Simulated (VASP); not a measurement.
Method: LDA (Ceperley-Alder, Perdew-Zunger), VASP's LDA PAW potentials (set 64) (plane waves; VASP).

Gaps are without spin-orbit coupling.

Question: Order these relaxed crystals by band gap, smallest first: SiC, P6_3mc (186); PbF2, Fm-3m (225); Cd2SrAs2, P-3m1 (164); NaI, Fm-3m (225).

Answer: Cd2SrAs2, P-3m1 (164) (0.24 eV), SiC, P6_3mc (186) (2.12 eV), NaI, Fm-3m (225) (3.64 eV), PbF2, Fm-3m (225) (4.20 eV)
